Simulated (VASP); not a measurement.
The system is MoSeS.

```xyz
6
Lattice="3.2420 0.0000 0.0000 -1.6210 2.8076 0.0000 0.0000 0.0000 13.5868" Properties=species:S:1:pos:R:3 pbc="T T T"
Mo    1.6210    0.9359    3.3967
Mo    0.0000    1.8718   10.1901
Se    1.6210    0.9359    8.6016
Se    0.0000    1.8718    4.9852
S     1.6210    0.9359   11.7786
S     0.0000    1.8718    1.8082
```

The cell comes from a database or a generator and needn't be the stable form of this composition.

| Item | Value |
| --- | --- |
| Program | VASP 6.6.1 |
| Task | relaxation of cell and atoms |
| Functional | PBEsol |
| Dispersion | D3(BJ) |
| Potentials or basis | VASP PAW PBE potentials, release 64 (Mo_sv, Se, S) |
| Cutoff | 600 eV |
| k mesh | 9 × 9 × 2 |
| Occupations | gaussian, width 0.02 eV |
| Spin | no spin polarisation |

At the start: pressure -3.1 GPa; volume 20.61 Å³/atom.

Task: Where does the relaxation end?

Result: Over 40 steps the energy falls by 98.7 meV/atom and the volume is 17.46 Å³/atom (-15.3 %); space group P-3m1 (No. 164, to 0.05 Å).

Step by step:
```
step  energy change (eV)  largest force (eV/Å)  pressure (GPa)  volume (Å³)
   1              0.0000                2.5801           -3.14       123.67
   2              0.0002                3.0947            3.36       116.56
   3             -0.3027                0.5604           -0.80       120.03
   4             -0.3415                0.2383           -0.68       118.14
   5             -0.3466                0.1424           -0.59       117.19
   6             -0.3818                0.3206            0.70       114.78
   7             -0.4235                0.7826            4.47       109.06
   8             -0.4309                0.7681            4.41       108.84
   9             -0.4522                0.7251            4.25       108.17
  10             -0.4899                0.6353            4.05       106.83
  11             -0.5389                0.4552            3.91       104.14
  12             -0.4413                0.2253            5.46        98.69
  13             -0.5372                0.5036            4.51       103.10
  14             -0.5371                0.4695            4.54       102.36
  15             -0.5630                0.2636            2.57       103.44
  16             -0.5753                0.1397           -0.06       104.97
  17             -0.5754                0.1255            0.08       104.90
  18             -0.5760                0.1214            0.05       104.95
  19             -0.5775                0.1097            0.00       105.09
  20             -0.5783                0.1585           -0.10       105.39
  21             -0.5784                0.1342           -0.10       105.32
  22             -0.5793                0.1214           -0.07       105.34
  23             -0.5813                0.1042           -0.09       105.42
  24             -0.5826                0.2768           -0.10       105.57
  25             -0.5833                0.2665           -0.12       105.58
  26             -0.5850                0.2334           -0.15       105.61
  27             -0.5876                0.1678           -0.23       105.66
  28             -0.5897                0.0387           -0.37       105.77
  29             -0.5901                0.0540           -0.08       105.56
  30             -0.5902                0.0782            0.09       105.44
  31             -0.5906                0.0698            0.05       105.36
  32             -0.5913                0.0439           -0.01       105.12
  33             -0.5909                0.1184           -0.15       104.66
  34             -0.5915                0.0630           -0.05       104.97
  35             -0.5918                0.0179            0.00       104.84
  36             -0.5919                0.0257            0.06       104.73
  37             -0.5919                0.0218            0.07       104.74
  38             -0.5919                0.0065            0.03       104.79
  39             -0.5919                0.0173            0.07       104.75
  40             -0.5919                0.0084            0.00       104.78
```

Final structure:
```
Mo Se S
1.0
     3.16811    0.00000    0.00000
    -1.58405    2.74366    0.00000
     0.00000    0.00000   12.05474
Mo Se S
2 2 2
Cartesian
  1.5841 0.9146 2.8952
  0.0000 1.8291 9.1595
  1.5841 0.9146 7.4525
  0.0000 1.8291 4.6022
  1.5841 0.9146 10.6897
  0.0000 1.8291 1.3650
```

Caveat: the volume moved by over 15 % at a fixed basis, so the end points are rough; the PAW data sets were made with another functional, which shifts forces and pressure a little.
